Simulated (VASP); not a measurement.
All values below come from rev-vdW-DF2, VASP's PBE PAW potentials (set 64) (plane waves; VASP).

VASP ran on this input.

### POSCAR
```
ZnS
1
    1.8922661109    -3.2775010036     0.0000000000
    1.8922661109     3.2775010036     0.0000000000
    0.0000000000     0.0000000000     6.2056458720
Zn S
2 2
Direct
  0.6666670000   0.3333330000   0.5002277801
  0.3333330000   0.6666670000   0.0002277801
  0.6666670000   0.3333330000   0.8747722199
  0.3333330000   0.6666670000   0.3747722199
```

### KPOINTS
```
Automatic mesh
0
Gamma
7 7 4
0 0 0
```

### INCAR
```
# general
SYSTEM   = ZnS
PREC     = Accurate
ENCUT    = 520
LREAL    = F
LASPH    = T

# electronic loop
EDIFF    = 1E-7
NELM     = 100
ALGO     = Normal
LMAXMIX  = 4

# smearing
ISMEAR   = 0
SIGMA    = 0.05

# functional
GGA      = MK
LUSE_VDW = T
AGGAC    = 0.0
PARAM1   = 0.1234568
PARAM2   = 0.7114
ZAB_VDW  = -1.8867

# ions
IBRION   = 2
NSW      = 30
ISIF     = 4
EDIFFG   = -0.01

# output
LWAVE    = F
LCHARG   = F
```

POTCAR, in this order: Zn S (PBE.64 set). Program: vasp_std.

Task: Estimate the energy per atom (σ→0).

Result: 
```yaml
energy per atom (σ→0): -1.414 eV/atom
```

File OSZICAR:
```
...
       N       E                     dE             d eps       ncg     rms          rms(c)
DAV:   1    -0.565646677054E+01    0.93065E-05   -0.16742E-02  1074   0.914E-01    0.692E-02
DAV:   2    -0.565649949104E+01   -0.32721E-04   -0.50715E-04  1236   0.216E-01    0.250E-02
DAV:   3    -0.565649071525E+01    0.87758E-05   -0.10084E-05  1376   0.330E-02    0.166E-02
DAV:   4    -0.565648641093E+01    0.43043E-05   -0.11749E-05  1226   0.353E-02    0.402E-03
DAV:   5    -0.565648666558E+01   -0.25466E-06   -0.44323E-06  1086   0.202E-02    0.471E-03
DAV:   6    -0.565648666935E+01   -0.37662E-08   -0.89768E-08   724   0.420E-03
   4 F= -.56564867E+01 E0= -.56564867E+01  d E =-.105369E-04
```

The compound is ZnS in the wurtzite structure, the high-temperature form. This cell is one point of a volume scan, at 0.97 of the reference volume. Symmetry was kept, so distortions that lower it aren't found.
